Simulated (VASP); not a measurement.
Given:

```
Au
1.0
    0.00000     2.04000     2.04000
    2.04000     0.00000     2.04000
    2.04000     2.04000     0.00000
Au
1
Direct
  0.98284   0.01716   0.04167
```

Level of theory: PBE GGA, VASP's PBE PAW potentials (set 64) (plane waves; VASP 6.6.1). Numerical set-up: 400 eV cut-off, 12×12×12 Γ-centred mesh, first-order Methfessel-Paxton smearing of 0.10 eV, potentials Au.

Energy and stress use the plane-wave basis of the starting cell.

Q: The ions, cell shape and volume are relaxed. What does this cell relax into?

A: 
```
Au
1.0
    0.00000     2.07818     2.07818
    2.07818     0.00000     2.07818
    2.07818     2.07818     0.00000
Au
1
Direct
  0.98284   0.01716   0.04167
```
Space group Fm-3m (225), at a tolerance of 0.03 Å.

Q: How do energy and volume change from the first to the last step?

A: The energy (σ→0) changes by -25.9 meV/atom and the volume by +5.7 %, in 4 ionic steps.

The compound is Au in the fcc structure. This run relaxes it. Symmetry was kept, so distortions that lower it aren't found.
